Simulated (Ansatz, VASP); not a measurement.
# YB6: VASP beside Ansatz, part 2 of 2

One calculation is typed for both programs; each brings its own data sets and cutoff. How far apart do they land? The cell is a member of a volume series, scaled by 0.96 from a relaxed one, so a pressure remains.

VASP 6.6.1 and Ansatz 0.2.0.

So far. Step 6 (Ansatz: single point, r2SCAN, volume scaled by 0.98): The run ends at a pressure of 3.64 GPa, with forces up to 0.050 eV/Å.

## Step 7: VASP: single point, r2SCAN, volume scaled by 0.98

Level of this step: r2SCAN; plane waves and PAW (Y_sv, B) (VASP).

The same cell, functional, mesh and smearing now go to VASP, with its own data sets and cutoff.

Contents of INCAR:

```
SYSTEM = YB6
PREC = Accurate
ENCUT = 420
EDIFF = 1E-06
NELM = 100
ISMEAR = 0
SIGMA = 0.05
LREAL = .FALSE.
ALGO = Normal
METAGGA = R2SCAN
LASPH = .TRUE.
NBANDS = 21
LORBIT = 11
LWAVE = .FALSE.
LCHARG = .FALSE.
KPAR = 4
ISIF = 2
```

Contents of POSCAR:

```
YB6
1.0
    4.0631156848      0.0000000000      0.0000000000
    0.0000000000      4.0631156848      0.0000000000
    0.0000000000      0.0000000000      4.0631156848
Y B
1 6
Direct
    0.0000000000      0.0000000000      0.0000000000
    0.8010236738      0.5000000000      0.5000000000
    0.1989763262      0.5000000000      0.5000000000
    0.5000000000      0.5000000000      0.8010236738
    0.5000000000      0.5000000000      0.1989763262
    0.5000000000      0.1989763262      0.5000000000
    0.5000000000      0.8010236738      0.5000000000
```

Contents of KPOINTS:

```
Automatic mesh
0
Gamma
6 6 6
0 0 0
```

Potentials, in the order of the species: Y_sv and B (PBE family, release 64).

Started as:

```sh
mpirun -np 4 vasp_std
```

Numbers of over 12 decimals in the logs are rounded to 6 here.

What it wrote:

```text
[banner, memory and clock lines left out]
running    4 mpi-ranks, on    1 nodes
[...]
[... a notice as in an earlier step ...]

 LDA part: xc-table for (None), standard interpolation
 POSCAR, INCAR and KPOINTS ok, starting setup
[...]
entering main loop
       N       E                     dE             d eps       ncg     rms          rms(c)
DAV:   1     0.544960449839E+02    0.54496E+02   -0.12815E+04   840   0.113E+03
DAV:   2    -0.758942739511E+02   -0.13039E+03   -0.12477E+03  1075   0.246E+02
DAV:   3    -0.806817394315E+02   -0.47875E+01   -0.47064E+01  1291   0.403E+01
DAV:   4    -0.807659926960E+02   -0.84253E-01   -0.83826E-01  1155   0.463E+00
[...]
DAV:  12    -0.675693193665E+02    0.99182E-04   -0.51405E-04  1119   0.129E-01    0.476E-02
DAV:  13    -0.675693201950E+02   -0.82845E-06   -0.50543E-05  1063   0.468E-02    0.772E-03
DAV:  14    -0.675693196175E+02    0.57750E-06   -0.25261E-06   913   0.938E-03
   1 F= -.67569320E+02 E0= -.67568661E+02  d E =-.131660E-02
```

OUTCAR, selected parts (step 7):

```text
  Total        1.6327961      1.6327961      1.6327961      0.0000000     -0.0000000      0.0000000
  in kB       39.0000322     39.0000322     39.0000322      0.0000000     -0.0000000      0.0000000
  external PRESSURE =      39.0000322 kB  Pullay stress =       0.0000000 kB

 POSITION                                       TOTAL-FORCE (eV/Angst)
 -----------------------------------------------------------------------------------
      0.00000      0.00000      0.00000        -0.000000      0.000000     -0.000000
      3.25465      2.03156      2.03156         0.088233      0.000000     -0.000000
      0.80846      2.03156      2.03156        -0.088233      0.000000     -0.000000
      2.03156      2.03156      3.25465        -0.000000      0.000000      0.088233
      2.03156      2.03156      0.80846         0.000000      0.000000     -0.088233
      2.03156      0.80846      2.03156        -0.000000     -0.088233     -0.000000
      2.03156      3.25465      2.03156         0.000000      0.088233     -0.000000
 -----------------------------------------------------------------------------------
    total drift:                               -0.000000      0.000000     -0.000000

  FREE ENERGIE OF THE ION-ELECTRON SYSTEM (eV)
  ---------------------------------------------------
  free  energy   TOTEN  =       -67.5693196175 eV

  energy  without entropy=      -67.5680030185  energy(sigma->0) =      -67.56866132

[... 1 part as in an earlier step ...]

[... 2 further parts left out ...]
[key lines of the parts left out:]
E-fermi :   6.9573
```

The run ends at a pressure of 3.90 GPa, with forces up to 0.088 eV/Å.

## Step 8: Side by side

Compared:

| quantity | Ansatz | VASP | difference |
| --- | --- | --- | --- |
| pressure (GPa) | 3.64 | 3.90 | -0.26 |

Forces (eV/Å; atoms numbered as in POSCAR):

| atom | Ansatz x, y, z | VASP x, y, z |
| --- | --- | --- |
| Y1 | 0.000, 0.000, 0.000 | 0.000, 0.000, 0.000 |
| B2 | 0.050, 0.000, 0.000 | 0.088, 0.000, 0.000 |
| B3 | -0.050, 0.000, 0.000 | -0.088, 0.000, 0.000 |
| B4 | 0.000, 0.000, 0.050 | 0.000, 0.000, 0.088 |
| B5 | 0.000, 0.000, -0.050 | 0.000, 0.000, -0.088 |
| B6 | 0.000, -0.050, 0.000 | 0.000, -0.088, 0.000 |
| B7 | 0.000, 0.050, 0.000 | 0.000, 0.088, 0.000 |

The forces differ by 21 meV/Å r.m.s., which is 43.8 % of the r.m.s. force of 0.05 eV/Å (both taken over all components).

## Step 9: Further runs

Further runs change the set-up of one program: Ansatz's method, potentials or start, or VASP's data sets, cutoff or form of LDA. The table gives Ansatz less VASP for each quantity, since a change that brings one quantity closer may part another.

```csv
run,r.m.s. force difference (meV/Å),pressure (GPa)
as above,21,-0.26
cores kept as stored,23,-0.44
Ansatz's all-electron LAPW method,18,-0.30
Ansatz's larger PAW set (cutoff 760 eV),14,-0.24
norm-conserving potentials (cutoff 1160 eV),13,0.73
```

## Step 10: VASP: single point, r2SCAN, volume scaled by 1.04

With cell and atoms fixed, the geometry can't cause a difference; cores, projectors, grids and the points listed under the comparison can. The cell compared in this pair holds 71.18 Å³, against 67.08 Å³ for the pair before.

INCAR is that of step 7.

POSCAR, as its differences from that of step 7:

```diff
@@ -2,5 +2,5 @@
 1.0
-    4.0631156848      0.0000000000      0.0000000000
-    0.0000000000      4.0631156848      0.0000000000
-    0.0000000000      0.0000000000      4.0631156848
+    4.1443994645      0.0000000000      0.0000000000
+    0.0000000000      4.1443994645      0.0000000000
+    0.0000000000      0.0000000000      4.1443994645
 Y B
```

KPOINTS is that of step 7.

Started as:

```sh
mpirun -np 4 vasp_std
```

What it wrote:

```text
[... set-up lines as in an earlier step ...]
 entering main loop
       N       E                     dE             d eps       ncg     rms          rms(c)
DAV:   1     0.537042298553E+02    0.53704E+02   -0.12818E+04   840   0.112E+03
DAV:   2    -0.753069014834E+02   -0.12901E+03   -0.12426E+03  1089   0.241E+02
DAV:   3    -0.800476860237E+02   -0.47408E+01   -0.47055E+01  1262   0.398E+01
DAV:   4    -0.801335488323E+02   -0.85863E-01   -0.85519E-01  1179   0.468E+00
[...]
DAV:  12    -0.675298015137E+02    0.67135E-04   -0.42825E-04  1027   0.115E-01    0.407E-02
DAV:  13    -0.675297993829E+02    0.21308E-05   -0.47175E-05  1031   0.486E-02    0.135E-02
DAV:  14    -0.675298001162E+02   -0.73335E-06   -0.26860E-06  1010   0.987E-03
   1 F= -.67529800E+02 E0= -.67529148E+02  d E =-.130516E-02
```

From OUTCAR (step 10):

```text
  Total       -2.9261701     -2.9261701     -2.9261701     -0.0000000      0.0000000      0.0000000
  in kB      -65.8605445    -65.8605445    -65.8605445     -0.0000000      0.0000000      0.0000000
  external PRESSURE =     -65.8605445 kB  Pullay stress =       0.0000000 kB

 POSITION                                       TOTAL-FORCE (eV/Angst)
 -----------------------------------------------------------------------------------
      0.00000      0.00000      0.00000         0.000000      0.000000      0.000000
      3.31976      2.07220      2.07220        -0.139897      0.000000      0.000000
      0.82464      2.07220      2.07220         0.139897     -0.000000     -0.000000
      2.07220      2.07220      3.31976         0.000000     -0.000000     -0.139897
      2.07220      2.07220      0.82464         0.000000      0.000000      0.139897
      2.07220      0.82464      2.07220         0.000000      0.139897     -0.000000
      2.07220      3.31976      2.07220         0.000000     -0.139897      0.000000
 -----------------------------------------------------------------------------------
    total drift:                               -0.000000      0.000000     -0.000000

  FREE ENERGIE OF THE ION-ELECTRON SYSTEM (eV)
  ---------------------------------------------------
  free  energy   TOTEN  =       -67.5298001162 eV

  energy  without entropy=      -67.5284949542  energy(sigma->0) =      -67.52914754

[... 1 part as in an earlier step ...]

[... 2 further parts left out ...]
[key lines of the parts left out:]
E-fermi :   6.5022
```

The run ends at a pressure of -6.59 GPa, with forces up to 0.14 eV/Å.

## Step 11: Ansatz: single point, r2SCAN, volume scaled by 1.04

The same cell, functional, mesh and smearing now go to Ansatz, which takes its cutoff from its data sets.

The cell is a member of a volume series, scaled by 1.04 from a relaxed one, so a pressure remains.

Contents of input.yaml:

```yaml
crystal:
  lattice:
    - [4.1443994645, 0.0, 0.0]
    - [0.0, 4.1443994645, 0.0]
    - [0.0, 0.0, 4.1443994645]
  atoms:
    - { symbol: "Y", position: [0.0, 0.0, 0.0] }
    - { symbol: B, position: [0.8010236738, 0.5, 0.5] }
    - { symbol: B, position: [0.1989763262, 0.5, 0.5] }
    - { symbol: B, position: [0.5, 0.5, 0.8010236738] }
    - { symbol: B, position: [0.5, 0.5, 0.1989763262] }
    - { symbol: B, position: [0.5, 0.1989763262, 0.5] }
    - { symbol: B, position: [0.5, 0.8010236738, 0.5] }
hamiltonian:
  xc: r2scan
  pseudopotentials: { kind: paw }
kpoints:
  mp_grid: { grid: [6, 6, 6] }
scf:
  occupations: { method: gaussian, width: 0.05 }
  n_extra_bands: 5
output:
  forces: true
  stress: true
  eigenvalues: true
  write_density: true
  write_potential: true
  elf: true
  volumetric_format: npy
```

Started as:

```sh
ansatz run input.yaml --threads 4 --pin off --max-ram 9216MiB --backend cpu --events-out ev --progress --plain --runs-dir out
```

What it wrote:

```text
[...]
Crystal: 7 atoms, lattice volume = 71.184 Å³
Basis set: ecut = 500 eV, 1839 PW (Γ), exchange–correlation on 128×128×128 points (64 copies of the dense FFT grid, shifted against one another)
Bands: 20, of which v1, the nominal top of the filled ones, is band 15 counted from 1 (14 counted from 0)
Symmetry: 48 space group operations
[...]
k-points: 20 of 216
[...]
k-point 0: bands = [... 11 lower, 9.2078, 9.2078, 9.2078, 12.3027, 12.3027, 12.3498, 12.3498, 12.3498, ... 1 higher]
  k-point 1: bands = [... 11 lower, 8.4922, 8.4922, 9.3360, 10.5406, 12.5463, 13.1037, 13.1037, 13.9649, ... 1 higher]
  k-point 2: bands = [... 11 lower, 7.5419, 7.5419, 9.2248, 9.6432, 12.7252, 12.7252, 13.1036, 13.2407, ... 1 higher]
  k-point 19: bands = [... 11 lower, 8.5628, 8.5628, 8.5628, 13.9986, 13.9986, 14.2057, 14.3590, 14.3590, ... 1 higher]
[key lines of the parts left out:]
SCF converged after 6 iterations
Free energy (F): -4802.241007 eV
Fermi energy:    11.322403 eV
P = ⅓ Tr σ = -6.7806 GPa (-67.806 kbar)
```

It took 1.8 s on 4 threads of Arm Neoverse V1, shared host; peak memory 0.52 GiB; 6.4 s of CPU time.

The run ends at a pressure of -6.78 GPa, with forces up to 0.17 eV/Å.

## Step 12: Differences

The two programs side by side:

```csv
quantity,Ansatz,VASP,difference
pressure (GPa),-6.78,-6.59,-0.19
```

Forces (eV/Å; atoms numbered as in POSCAR):

```
atom        Ansatz x, y, z          VASP x, y, z
  Y1   0.000, 0.000, 0.000   0.000, 0.000, 0.000
  B2  -0.165, 0.000, 0.000  -0.140, 0.000, 0.000
  B3   0.165, 0.000, 0.000   0.140, 0.000, 0.000
  B4  0.000, 0.000, -0.165  0.000, 0.000, -0.140
  B5   0.000, 0.000, 0.165   0.000, 0.000, 0.140
  B6   0.000, 0.165, 0.000   0.000, 0.140, 0.000
  B7  0.000, -0.165, 0.000  0.000, -0.140, 0.000
```

The forces differ by 13 meV/Å r.m.s., which is 18.0 % of the r.m.s. force of 0.07 eV/Å (both taken over all components).

## Step 13: Other set-ups

Further runs change the set-up of one program: Ansatz's method, potentials or start, or VASP's data sets, cutoff or form of LDA. The table gives Ansatz less VASP for each quantity, since a change that brings one quantity closer may part another.

```
                                        run  r.m.s. force difference (meV/Å)  pressure (GPa)
                                   as above                               13           -0.19
                       cores kept as stored                               16           -0.35
          Ansatz's all-electron LAPW method                               12           -0.23
    Ansatz's larger PAW set (cutoff 760 eV)                              9.3           -0.19
norm-conserving potentials (cutoff 1160 eV)                              9.3            0.64
```

## Step 14: Results

```yaml
r_m_s_force_difference_single_point_r2scan_volume_scaled_by_0p96: 24 meV/Å
r_m_s_force_difference_single_point_r2scan_volume_scaled_by_0p98: 21 meV/Å
r_m_s_force_difference_single_point_r2scan_volume_scaled_by_1p04: 13 meV/Å
```

What this shows: The r.m.s. force difference is 24 meV/Å (single point, r2SCAN, volume scaled by 0.96), beyond the 12 meV/Å picked in this series as the mark of a large difference. Single point, r2SCAN, volume scaled by 0.96, cores kept as stored: the difference in pressure goes from -0.27 to -0.46 GPa. Single point, r2SCAN, volume scaled by 0.96, Ansatz's larger PAW set (cutoff 760 eV): r.m.s. force difference goes from 24 to 16 meV/Å. Single point, r2SCAN, volume scaled by 0.96, norm-conserving potentials (cutoff 1160 eV): r.m.s. force difference goes from 24 to 15 meV/Å; the difference in pressure goes from -0.27 to 0.77 GPa. Single point, r2SCAN, volume scaled by 0.98, cores kept as stored: the difference in pressure goes from -0.26 to -0.44 GPa. Single point, r2SCAN, volume scaled by 0.98, Ansatz's larger PAW set (cutoff 760 eV): r.m.s. force difference goes from 21 to 14 meV/Å. How closely two codes agree says nothing of how well the functional describes the real material.

[Lines on the potential files, build, host, timing and source positions are cut from VASP's logs without a mark.]

[Logs are printed without paths, hosts, clocks, repeated set-up lines and the standing remarks that a program may print on its own settings, such as how far it seeks lower states.]

[Hosts, paths, dates, database ids (printed as entryN), source tags and the programs' standing remarks are cut or masked in the printed files.]
